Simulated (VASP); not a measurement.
Crystal: Mg3Te.

```
Te Mg
1.0
    -2.13936    2.13936    5.28249
     2.13936   -2.13936    5.28249
     2.13936    2.13936   -5.28249
Te Mg
1 3
Direct
  0.00000 0.00000 0.00000
  0.25000 0.75000 0.50000
  0.75000 0.25000 0.50000
  0.50000 0.50000 0.00000
```

The cell comes from a database or a generator and needn't be the stable form of this composition.

Base run:

```yaml
Program: VASP 6.6.1
Functional: PBE
Potentials_or_basis: VASP PAW PBE potentials, release 64 (Te, Mg)
Cutoff: 520 eV
k_mesh: 9 × 9 × 9
Occupations: fermi-dirac, width 0.05 eV
Spin: no spin polarisation
```

Its results: band gap on the k mesh none (metal or under the smearing width); pressure 0.1 GPa.

The run is repeated on the same cell with these changes: functional from PBE to PBEsol. What comes out?

Band gap on the k mesh none (metal or under the smearing width); pressure -1.1 GPa.

PBEsol binds more tightly than PBE, so the same cell stands under less pressure.

Caveats: the PAW data sets were made with another functional, which shifts forces and pressure a little (some runs).

Not every run made on this cell is shown here.
